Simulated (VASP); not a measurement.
Data:

```
CELL_PARAMETERS angstrom
      4.23821     0.00000     0.00000
      0.00000     4.23821     0.00000
      0.00000     0.00000     4.23821
ATOMIC_POSITIONS crystal
  Tl 0.00000 0.00000 0.00000
  I  0.50000 0.50000 0.50000
```

Computed with PBEsol GGA, VASP's PBE PAW potentials (set 64) (plane waves; VASP 6.6.1). Run with 400 eV cut-off, 6×6×6 Γ-centred mesh, Gaussian smearing of 0.050 eV, potentials Tl_d I.

Energy and stress use the plane-wave basis of the starting cell.

Task: The ions, cell shape and volume are relaxed. Predict the relaxed structure.

Result: 
```
CELL_PARAMETERS angstrom
      4.13976     0.00000     0.00000
      0.00000     4.13976     0.00000
      0.00000     0.00000     4.13976
ATOMIC_POSITIONS crystal
  Tl 0.00000 0.00000 0.00000
  I  0.50000 0.50000 0.50000
```
Space group Pm-3m (221), at a tolerance of 0.03 Å.

Task: How do energy and volume change from the first to the last step?

Result: The energy (σ→0) changes by -12.4 meV/atom and the volume by -6.8 %, in 3 ionic steps.

| step | E(σ→0) (eV) | max force (eV/Å) | pressure (GPa) | volume (Å³) |
|---|---|---|---|---|
| 1 | -5.4954 | 0.000 | -1.40 | 76.13 |
| 2 | -5.5176 | 0.000 | -0.51 | 72.52 |
| 3 | -5.5203 | 0.000 | -0.04 | 70.95 |

The structure comes from a computed database's TlI entry (Pm-3m); how it stands against other phases isn't given here. This run relaxes it. Symmetry was kept, so distortions that lower it aren't found.
